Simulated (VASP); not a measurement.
Wanted: the native input for a VASP 6.6.1 run.

| Property | Result |
| --- | --- |
| Task | single point |
| Functional | PBE |
| Potentials or basis | VASP PAW PBE potentials, release 64 (Ba_sv, P, Ir) |
| Cutoff | 520 eV |
| k mesh | 4 × 4 × 4 |
| Occupations | gaussian, width 0.1 eV |
| Spin | no spin polarisation |
| Dipole correction | no |
| Further INCAR settings | ALGO = Normal; EDIFF = 1e-06; NBANDS = 31 |

The structure of Ba2P3Ir lies in POSCAR:

```
Ba2P3Ir
1.0
    4.6335725900      0.0000000000      0.0000000000
    0.0000000000      4.6335725900      0.0000000000
    0.0000000000      0.0000000000      7.2350161800
Ba P Ir
2 3 1
Direct
    0.0000000000      0.5000000000      0.5000000000
    0.5000000000      0.0000000000      0.5000000000
    0.0000000000      0.0000000000      0.3237664200
    0.0000000000      0.0000000000      0.6762335800
    0.0000000000      0.0000000000      0.0000000000
    0.5000000000      0.5000000000      0.0000000000
```

The cell was built by a generator and needn't be a form met in nature.

The cell isn't the ideal one: random cell by space group and Wyckoff sites (P4/mmm, No. 123).

The input as run:

INCAR

```
SYSTEM = Ba2P3Ir
PREC     = Accurate       ! precision mode
ENCUT    = 520            ! plane-wave cutoff, eV
EDIFF    = 1E-6           ! SCF threshold, eV
ISMEAR   = 0              ! smearing method
SIGMA    = 0.1            ! smearing width, eV
LREAL    = .FALSE.        ! projectors in reciprocal space
LASPH    = .TRUE.         ! aspherical terms in the spheres
NELM     = 100            ! most SCF steps
ALGO     = Normal         ! electronic algorithm
ISIF     = 2              ! what is computed and relaxed
LWAVE    = .FALSE.        ! write WAVECAR
LCHARG   = .TRUE.         ! write CHGCAR
GGA      = PE             ! functional
LELF     = .TRUE.         ! ELF
LVHAR    = .TRUE.       
NBANDS   = 31             ! bands
```

KPOINTS

```
Automatic mesh
0
G
  4 4 4
  0 0 0
```

Potentials or basis: VASP PAW PBE potentials, release 64 (Ba_sv, P, Ir).

Launch:

```bash
$ cat potpaw_PBE.64/Ba_sv/POTCAR potpaw_PBE.64/P/POTCAR potpaw_PBE.64/Ir/POTCAR > POTCAR
$ mpirun -np 1 vasp_std > vasp.out
```

It gave:

```json
{
  "Pressure": "16.8 GPa",
  "Largest force": "5.328 eV/Å",
  "Band gap on the k mesh": "none (metal or under the smearing width)"
}
```

Caveat: so large a pressure means that the cell lies far from this level's equilibrium, or that cutoff or potentials fall short; forces of over 1 eV/Å show positions far from the minimum, so gaps and moduli don't describe the material at rest.

Wall time 69 s on 1 thread of Intel(R) Xeon(R) Platinum 8488C (Sapphire Rapids) (shared host), peak memory 0.3 GiB.
